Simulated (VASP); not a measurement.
Output of a VASP run:

OSZICAR:
```
       N       E                     dE             d eps       ncg     rms          rms(c)
DAV:   1     0.284732846285E+03    0.28473E+03   -0.18075E+04  5416   0.176E+03
DAV:   2    -0.146597079215E+02   -0.29939E+03   -0.29371E+03  5702   0.502E+02
DAV:   3    -0.211122289745E+02   -0.64525E+01   -0.63333E+01  5642   0.800E+01
DAV:   4    -0.211740476178E+02   -0.61819E-01   -0.61744E-01  6608   0.698E+00
DAV:   5    -0.211749989844E+02   -0.95137E-03   -0.95134E-03  5818   0.776E-01    0.236E+01
DAV:   6    -0.198373061613E+02    0.13377E+01   -0.31977E+00  5472   0.193E+01    0.709E+00
DAV:   7    -0.197085030918E+02    0.12880E+00   -0.39189E-01  5570   0.613E+00    0.132E+00
DAV:   8    -0.196971018213E+02    0.11401E-01   -0.94810E-03  5520   0.122E+00    0.253E-01
DAV:   9    -0.196968165149E+02    0.28531E-03   -0.83478E-04  6848   0.327E-01    0.434E-02
DAV:  10    -0.196968377392E+02   -0.21224E-04   -0.21389E-05  5818   0.466E-02    0.866E-03
DAV:  11    -0.196968393124E+02   -0.15732E-05   -0.11454E-06  6542   0.960E-03    0.405E-03
DAV:  12    -0.196968389057E+02    0.40670E-06   -0.57563E-08  3104   0.238E-03    0.631E-04
DAV:  13    -0.196968390122E+02   -0.10651E-06   -0.10531E-08  2862   0.997E-04    0.526E-04
DAV:  14    -0.196968389777E+02    0.34467E-07   -0.30067E-09  2836   0.485E-04
   1 F= -.19696839E+02 E0= -.19697034E+02  d E =-.196968E+02
       N       E                     dE             d eps       ncg     rms          rms(c)
DAV:   1    -0.197000614400E+02   -0.32224E-02   -0.12808E-01  5462   0.314E+00    0.342E-01
DAV:   2    -0.196973477032E+02    0.27137E-02   -0.38240E-03  5450   0.606E-01    0.150E-01
DAV:   3    -0.196967291214E+02    0.61858E-03   -0.21251E-03  6494   0.333E-01    0.333E-02
DAV:   4    -0.196967307885E+02   -0.16672E-05   -0.61423E-05  6316   0.921E-02    0.243E-02
DAV:   5    -0.196967322009E+02   -0.14124E-05   -0.49215E-06  7472   0.160E-02    0.109E-02
DAV:   6    -0.196967320119E+02    0.18900E-06   -0.17972E-06  5562   0.156E-02    0.219E-03
DAV:   7    -0.196967320255E+02   -0.13594E-07   -0.55114E-08  2850   0.303E-03
   2 F= -.19696732E+02 E0= -.19696905E+02  d E =0.106952E-03
       N       E                     dE             d eps       ncg     rms          rms(c)
DAV:   1    -0.196981249433E+02   -0.13929E-02   -0.46449E-02  5462   0.189E+00    0.205E-01
DAV:   2    -0.196971423244E+02    0.98262E-03   -0.13736E-03  5452   0.367E-01    0.906E-02
DAV:   3    -0.196969202642E+02    0.22206E-03   -0.77214E-04  6464   0.201E-01    0.200E-02
DAV:   4    -0.196969222044E+02   -0.19402E-05   -0.22955E-05  6346   0.561E-02    0.146E-02
DAV:   5    -0.196969226701E+02   -0.46573E-06   -0.18549E-06  7370   0.957E-03    0.675E-03
DAV:   6    -0.196969223400E+02    0.33005E-06   -0.67711E-07  4956   0.961E-03    0.134E-03
DAV:   7    -0.196969223343E+02    0.57207E-08   -0.30737E-08  2802   0.207E-03
   3 F= -.19696922E+02 E0= -.19697110E+02  d E =-.833566E-04
```

OUTCAR:
```
------------------------ aborting loop because EDIFF is reached ----------------------------------------
  FORCE on cell =-STRESS in cart. coord.  units (eV):
  Direction    XX          YY          ZZ          XY          YZ          ZX
  --------------------------------------------------------------------------------------
  Total        3.9006564      3.9006569      3.9006024      0.0000000     -0.0000000      0.0000000
  in kB      251.1434891    251.1435243    251.1400161      0.0000000     -0.0000000      0.0000000
  external PRESSURE =     251.1423432 kB  Pullay stress =       0.0000000 kB
  volume of cell :       24.88
      direct lattice vectors                 reciprocal lattice vectors
     1.314901459 -2.277476294 -0.000000000     0.380256632 -0.219541253  0.000000000
     1.314901459  2.277476294  0.000000000     0.380256632  0.219541253 -0.000000000
     0.000000000  0.000000000  4.154791989     0.000000000 -0.000000000  0.240685936
 POSITION                                       TOTAL-FORCE (eV/Angst)
 -----------------------------------------------------------------------------------
      1.31490      0.75916      1.03870         0.000000      0.000000      0.000000
      1.31490     -0.75916      3.11609        -0.000000     -0.000000      0.000000
 -----------------------------------------------------------------------------------
    total drift:                               -0.000000      0.000467     -0.000045
  FREE ENERGIE OF THE ION-ELECTRON SYSTEM (eV)
  ---------------------------------------------------
  free  energy   TOTEN  =       -19.6969223343 eV

  energy  without entropy=      -19.6974862844  energy(sigma->0) =      -19.69711032

 reached required accuracy - stopping structural energy minimisation
```
(Selected blocks of OUTCAR.)

File POSCAR:
```
Ru
1
    1.3155807844    -2.2786529087     0.0000000000
    1.3155807844     2.2786529087     0.0000000000
    0.0000000000     0.0000000000     4.1505023044
Ru
2
Direct
  0.3333330000   0.6666670000   0.2500000000
  0.6666670000   0.3333330000   0.7500000000
```

**Question.** Reconstruct the remaining input files.

**Answer.** This is not unique; one that fits is the input of the run itself, AM05 GGA, plane waves, VASP's PBE PAW potentials (set 64).

File KPOINTS:
```
Automatic
0
gamma
 16 16 9
```

**INCAR**
```
ALGO = Normal
EDIFF = 1E-7
EDIFFG = -0.01
ENCUT = 520
GGA = AM
IBRION = 2
ISIF = 4
ISMEAR = 1
LASPH = .True.
LCHARG = .False.
LMAXMIX = 4
LREAL = .False.
LWAVE = .False.
NELM = 100
NSW = 30
PREC = Accurate
SIGMA = 0.1
SYSTEM = Ru
```

POTCAR, in this order: Ru_pv (PBE.64 set). Program: vasp_std.

The compound is Ru in the hcp structure. This cell is one point of a volume scan, at 0.94 of the reference volume. Symmetry was kept, so distortions that lower it aren't found.
